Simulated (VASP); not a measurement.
Here is the system:

```
CELL_PARAMETERS angstrom
      2.25222    -3.90096     0.00000
      2.25222     3.90096     0.00000
      0.00000     0.00000     4.98791
ATOMIC_POSITIONS crystal
  Se 0.00000 0.21728 0.66667
  Se 0.78272 0.78272 0.00000
  Se 0.21728 0.00000 0.33333
```

These are r2SCAN meta-GGA, VASP's PBE PAW potentials (set 64) (plane waves; VASP) values and carry that method's errors. Run with 520 eV cut-off, 6×6×5 Γ-centred mesh, tetrahedra with Blöchl corrections, potentials Se.

Give the energies of bands 4 to 12 at the high-symmetry points, in eV from the valence-band maximum.

| band | Γ | M | K | A | L | H |
|---|---|---|---|---|---|---|
| 4 | -3.98 | -5.08 | -4.94 | -5.07 | -5.84 | -5.76 |
| 5 | -3.98 | -4.68 | -4.94 | -3.48 | -4.44 | -4.77 |
| 6 | -3.66 | -3.30 | -2.71 | -3.48 | -4.23 | -4.77 |
| 7 | -2.07 | -2.74 | -2.71 | -1.45 | -1.67 | -0.99 |
| 8 | -2.07 | -1.87 | -2.62 | -1.45 | -1.23 | -0.27 |
| 9 | -0.40 | -0.97 | -1.40 | -1.08 | 0.00 | -0.27 |
| 10 | 2.25 | 2.31 | 3.22 | 1.55 | 1.82 | 1.32 |
| 11 | 2.25 | 2.76 | 3.22 | 1.64 | 2.89 | 3.07 |
| 12 | 2.58 | 4.22 | 3.94 | 1.64 | 3.28 | 3.07 |

The gap is indirect, 1.32 eV, from the valence maximum at L to the conduction minimum at H.

The compound is Se in the trig structure. It was relaxed first, which changed the volume by +7 %.
